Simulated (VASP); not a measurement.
These are PBEsol GGA, VASP's PBE PAW potentials (set 64) (plane waves; VASP 6.6.1) values and carry that method's errors.

VASP ran on this input.

### POSCAR
```
RhB
1
    2.9312779330     0.0000000000    -0.0000000000
   -1.4656389665     2.5385610830    -0.0000000000
    0.0000000000    -0.0000000000     5.5354785601
Rh B
2 2
Direct
  0.0000000000   0.0000000000   0.0000000000
  0.0000000000   0.0000000000   0.5000000000
  0.3333330000   0.6666670000   0.2500000000
  0.6666670000   0.3333330000   0.7500000000
```

KPOINTS:
```
Automatic
0
gamma
 11 11 5
0 0 0
```

INCAR:
```
SYSTEM = RhB
PREC = Accurate
ENCUT = 520
EDIFF = 1E-6
NELM = 100
ALGO = Normal
LREAL = .FALSE.
LASPH = .TRUE.
ISMEAR = 1
SIGMA = 0.1
GGA = PS
LMAXMIX = 4
LWAVE = .FALSE.
LCHARG = .FALSE.
IBRION = 2
ISIF = 3
NSW = 60
EDIFFG = -0.02
```

POTCAR, in this order: Rh_pv B (PBE.64 set). Program: vasp_std.

What VASP printed:

OUTCAR:
```
 ion  position               nearest neighbor table
   1  0.000  0.000  0.000-   3 2.19   4 2.19   3 2.19   4 2.19   4 2.19   3 2.19   2 2.77   2 2.77
  LATTYP: Found a hexagonal cell.
 ALAT       =     2.9312779330
 C/A-ratio  =     1.8884181871
 Subroutine PRICEL returns:
 Original cell was already a primitive cell.
 Subroutine GETGRP returns: Found 24 space group operations
The static configuration has the point symmetry D_3d.
 The point group associated with its full space group is D_6h.
The dynamic configuration has the point symmetry D_3d.
 Subroutine INISYM returns: Found 24 space group operations
 Subroutine IBZKPT returns following result:
 Found     48 irreducible k-points:

 Following reciprocal coordinates:
            Coordinates               Weight
  0.000000  0.000000  0.000000      1.000000
  0.090909 -0.000000  0.000000      6.000000
  0.181818 -0.000000  0.000000      6.000000
  0.272727 -0.000000  0.000000      6.000000
  0.363636  0.000000  0.000000      6.000000
  0.454545 -0.000000  0.000000      6.000000
  0.090909  0.090909  0.000000      6.000000
  0.181818  0.090909  0.000000     12.000000
...
```

**OSZICAR**
```
       N       E                     dE             d eps       ncg     rms          rms(c)
DAV:   1     0.355257625684E+03    0.35526E+03   -0.21839E+04  2152   0.177E+03
DAV:   2    -0.227576396530E+02   -0.37802E+03   -0.37130E+03  2334   0.507E+02
DAV:   3    -0.340792756805E+02   -0.11322E+02   -0.11173E+02  2514   0.889E+01
DAV:   4    -0.342236368757E+02   -0.14436E+00   -0.14405E+00  2394   0.989E+00
DAV:   5    -0.342256068098E+02   -0.19699E-02   -0.19698E-02  2460   0.115E+00    0.273E+01
DAV:   6    -0.321040698957E+02    0.21215E+01   -0.30872E+01  2168   0.448E+01    0.733E+00
DAV:   7    -0.312424292541E+02    0.86164E+00   -0.53046E+00  2160   0.215E+01    0.578E+00
DAV:   8    -0.312204409859E+02    0.21988E-01   -0.11271E-01  2412   0.241E+00    0.161E+00
DAV:   9    -0.312107437455E+02    0.96972E-02   -0.36329E-02  2382   0.157E+00    0.836E-02
DAV:  10    -0.312108108696E+02   -0.67124E-04   -0.10670E-03  2496   0.236E-01    0.272E-02
DAV:  11    -0.312108127706E+02   -0.19010E-05   -0.11172E-05  2438   0.247E-02    0.212E-02
DAV:  12    -0.312108106447E+02    0.21259E-05   -0.29930E-06  2172   0.109E-02    0.341E-03
DAV:  13    -0.312108105893E+02    0.55379E-07   -0.27241E-07  1368   0.498E-03
   1 F= -.31210811E+02 E0= -.31210910E+02  d E =-.312108E+02
       N       E                     dE             d eps       ncg     rms          rms(c)
DAV:   1    -0.312212546643E+02   -0.10444E-01   -0.23473E-01  2112   0.447E+00    0.771E-01
DAV:   2    -0.312129924913E+02    0.82622E-02   -0.45648E-02  2154   0.195E+00    0.303E-01
DAV:   3    -0.312114214609E+02    0.15710E-02   -0.47408E-03  2274   0.607E-01    0.117E-01
DAV:   4    -0.312110667979E+02    0.35466E-03   -0.12708E-03  2268   0.253E-01    0.366E-02
DAV:   5    -0.312110707834E+02   -0.39856E-05   -0.55079E-05  2280   0.614E-02    0.160E-02
DAV:   6    -0.312110706100E+02    0.17339E-06   -0.11127E-05  2310   0.257E-02    0.290E-03
DAV:   7    -0.312110705980E+02    0.11994E-07   -0.38170E-07  1194   0.497E-03
   2 F= -.31211071E+02 E0= -.31211151E+02  d E =-.260009E-03
       N       E                     dE             d eps       ncg     rms          rms(c)
DAV:   1    -0.312124264035E+02   -0.13558E-02   -0.28698E-02  2112   0.157E+00    0.267E-01
DAV:   2    -0.312114237395E+02    0.10027E-02   -0.55699E-03  2154   0.685E-01    0.106E-01
DAV:   3    -0.312112252831E+02    0.19846E-03   -0.58341E-04  2274   0.213E-01    0.411E-02
DAV:   4    -0.312111794693E+02    0.45814E-04   -0.15666E-04  2268   0.888E-02    0.127E-02
DAV:   5    -0.312111791881E+02    0.28124E-06   -0.68616E-06  2232   0.216E-02
   3 F= -.31211179E+02 E0= -.31211260E+02  d E =-.368599E-03
```

### OUTCAR
```
------------------------ aborting loop because EDIFF is reached ----------------------------------------
  FORCE on cell =-STRESS in cart. coord.  units (eV):
  Direction    XX          YY          ZZ          XY          YZ          ZX
  --------------------------------------------------------------------------------------
  Total        0.0785263      0.0785263      0.0258595      0.0000000      0.0000000      0.0000000
  in kB        3.0594410      3.0594408      1.0075039      0.0000000      0.0000000      0.0000000
  external PRESSURE =       2.3754619 kB  Pullay stress =       0.0000000 kB
  volume of cell :       41.12
      direct lattice vectors                 reciprocal lattice vectors
     2.932299982  0.000000000  0.000000000     0.341029228  0.196893322 -0.000000000
    -1.466149991  2.539446204  0.000000000    -0.000000000  0.393786645 -0.000000000
     0.000000000  0.000000000  5.522506066     0.000000000  0.000000000  0.181077212
 POSITION                                       TOTAL-FORCE (eV/Angst)
 -----------------------------------------------------------------------------------
     -0.00000      0.00000      0.00000         0.000000      0.000000     -0.000000
     -0.00000      0.00000      2.76125         0.000000     -0.000000     -0.000000
     -0.00000      1.69296      1.38063         0.000000     -0.000000     -0.000000
      1.46615      0.84648      4.14188        -0.000000      0.000000      0.000000
 -----------------------------------------------------------------------------------
    total drift:                                0.000000     -0.000000     -0.000000
  FREE ENERGIE OF THE ION-ELECTRON SYSTEM (eV)
  ---------------------------------------------------
  free  energy   TOTEN  =       -31.2111791881 eV

  energy  without entropy=      -31.2114208268  energy(sigma->0) =      -31.21125973

 reached required accuracy - stopping structural energy minimisation
```
(Selected blocks of OUTCAR.)

File CONTCAR:
```
RhB
   1.00000000000000
     2.9322999823411529    0.0000000000000000    0.0000000000000000
    -1.4661499911705764    2.5394462036174916    0.0000000000000000
     0.0000000000000000    0.0000000000000000    5.5225060664342553
  Rh              B
     2     2
Direct
     0.0000000000000000    0.0000000000000000    0.0000000000000000
     0.0000000000000000    0.0000000000000000    0.5000000000000000
     0.3333330000000032    0.6666669999999968    0.2500000000000000
     0.6666669999999968    0.3333330000000032    0.7500000000000000
```

**OUTCAR**
```
 val. band max:       10.7927791805   @ k =   0.2727   0.2727   0.4000

 cond. band min:      10.8198698035   @ k =   0.3636   0.2727   0.4000


 Fermi energy:        10.8104660584

 k-point     1 :       0.0000    0.0000    0.0000
  band No.  band energies     occupation
      1     -36.8432      2.00000
      2     -36.5122      2.00000
      3     -36.2056      2.00000
      4     -36.2056      2.00000
      5     -36.1744      2.00000
      6     -36.1744      2.00000
      7      -1.2629      2.00000
      8       2.8822      2.00000
      9       3.0530      2.00000
     10       5.0211      2.00000
     11       5.8196      2.00000
     12       5.8196      2.00000
     13       7.4691      2.00000
     14       7.4691      2.00000
     15       7.6194      2.00000
     16       7.6194      2.00000
     17       9.2725      2.00000
     18       9.2725      2.00000
     19      11.3533     -0.00000
     20      12.3173     -0.00000
     21      14.2408      0.00000
     22      14.2408      0.00000

 k-point     2 :       0.0909   -0.0000    0.0000
  band No.  band energies     occupation
      1     -36.8399      2.00000
      2     -36.5098      2.00000
      3     -36.2261      2.00000
      4     -36.2106      2.00000
      5     -36.1941      2.00000
      6     -36.1791      2.00000
      7      -1.0684      2.00000
      8       2.7431      2.00000
      9       3.2889      2.00000
     10       5.0874      2.00000
     11       5.8444      2.00000
     12       5.8907      2.00000
     13       7.1834      2.00000
     14       7.5459      2.00000
     15       7.5678      2.00000
     16       7.6221      2.00000
     17       8.9623      2.00000
     18       9.2466      2.00000
     19      11.3570     -0.00000
     20      13.0004      0.00000
     21      14.0558      0.00000
     22      14.3052      0.00000

 k-point     3 :       0.1818   -0.0000    0.0000
  band No.  band energies     occupation
      1     -36.8312      2.00000
...
```

The structure was generated: RhB was put into the NiAs type type (P6_3/mmc), which need not be its known phase. This run relaxes it. Symmetry was kept, so distortions that lower it aren't found. The start is the result of an earlier pass.
